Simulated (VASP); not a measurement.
Data:

```
CELL_PARAMETERS angstrom
      1.59500    -2.76262     0.00000
      1.59500     2.76262     0.00000
      0.00000     0.00000     5.05000
ATOMIC_POSITIONS crystal
  Hf 0.33333 0.66667 0.25000
  Hf 0.66667 0.33333 0.75000
```

Computed with PBE GGA with D3 dispersion (zero damping), VASP's PBE PAW potentials (set 64) (plane waves; VASP). Numerical set-up: 520 eV cut-off, 12×12×7 Γ-centred mesh, first-order Methfessel-Paxton smearing of 0.10 eV, potentials Hf_pv.

Energy and stress use the plane-wave basis of the starting cell.

Question: The ions, cell shape and volume are relaxed. Which structure does the run end with?

Answer: 
```
CELL_PARAMETERS angstrom
      1.58300    -2.74184     0.00000
      1.58300     2.74184     0.00000
      0.00000     0.00000     5.00941
ATOMIC_POSITIONS crystal
  Hf 0.33333 0.66667 0.25000
  Hf 0.66667 0.33333 0.75000
```
Space group P6_3/mmc (194), at a tolerance of 0.03 Å.

Question: How do energy and volume change from the first to the last step?

Answer: The energy (σ→0) changes by -4.1 meV/atom and the volume by -2.3 %, in 3 ionic steps.

The compound is Hf in the hcp structure. This run relaxes it. Symmetry was kept, so distortions that lower it aren't found.
